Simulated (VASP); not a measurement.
An input for Ansatz (written as the equivalent of a VASP run, and not itself run):

Ansatz 0.2 input:
```yaml
crystal:
  lattice:
    - [3.7676659, 0.0000000, 0.0000000]
    - [0.0000000, 3.7676659, 0.0000000]
    - [0.0000000, 0.0000000, 3.7676659]
  atoms:
    - { symbol: Tl, position: [0.0000000, 0.0000000, 0.0000000] }
    - { symbol: Cl, position: [0.5000000, 0.5000000, 0.5000000] }
kpoints:
  mp_grid: { grid: [7, 7, 7] }
hamiltonian:
  xc: pbesol
  pseudopotentials: { kind: paw }
scf:
  occupations: { method: gaussian, width: 0.05 }
  max_iter: 100
relax:
  max_steps: 40
  f_tol: 0.02
  cell: {}
output: { forces: true, stress: true, eigenvalues: true }
```

### Question
Write the VASP files for the same calculation (PBEsol).

### Answer
Several could match; the one computed here: 
**INCAR**
```
LREAL=.False.
SYSTEM=TlCl
LCHARG=.False.
LASPH=.True.
IBRION=2   # conjugate gradients
ISIF=3
EDIFF=1E-6
ENCUT=500
LMAXMIX=4
GGA=PS   # PBEsol
SIGMA=0.05   # width (eV)
EDIFFG=-0.02
ISMEAR=0   # Gaussian
NELM=100
ALGO=Normal   # blocked Davidson
PREC=Accurate
LWAVE=.False.
NSW=40   # most ionic steps
```

File KPOINTS:
```
Automatic mesh
0
Gamma
7 7 7
0 0 0
```

### POSCAR
```
TlCl
1
    3.7676659106     0.0000000000     0.0000000000
    0.0000000000     3.7676659106     0.0000000000
    0.0000000000     0.0000000000     3.7676659106
Tl Cl
1 1
Direct
  0.0000000000   0.0000000000   0.0000000000
  0.5000000000   0.5000000000   0.5000000000
```

POTCAR, in this order: Tl_d Cl (PBE.64 set). Program: vasp_std.

Limits of the translation: each code has its own PAW files, so the cut-off isn't converted (ENCUT is set for VASP's; basis.ecutwfc is left out, and Ansatz then takes the one that its files recommend); Ansatz stops its SCF on the density residual and VASP on the energy change (EDIFF).

The compound is TlCl in the CsCl type structure. It was relaxed first, which changed the volume by -6 %.
